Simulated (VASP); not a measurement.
# LaB (relaxed from the NiAs type structure, space group P6_3/mmc): computed properties

Calculation: PBE GGA, VASP's PBE PAW potentials (set 64) (plane waves; VASP).

| Property | Value |
|---|---|
| space group | P6_3/mmc (194) |
| cell | a = 3.888 Å, b = 3.888 Å, c = 6.806 Å, α = 90.00°, β = 90.00°, γ = 120.00° |
| volume per atom | 22.27 Å³/atom |
| band gap (over mesh and band path) | none (metal, semimetal or under 0.01 eV) |
| density | 5.58 g/cm³ |

Space group P6₃/mmc (No. 194); a = b = 3.888 Å, c = 6.806 Å, α = β = 90.00°, γ = 120.00°

| atom | site | symmetry | x | y | z |
|---|---|---|---|---|---|
| La | 2a | -3m. | 0.0000 | 0.0000 | 0.0000 |
| B | 2c | -6m2 | 0.3333 | 0.6667 | 0.2500 |

The structure was generated: LaB was put into the NiAs type type (P6_3/mmc), which need not be its known phase. It was relaxed first, which changed the volume by -26 %. Symmetry was kept, so distortions that lower it aren't found.
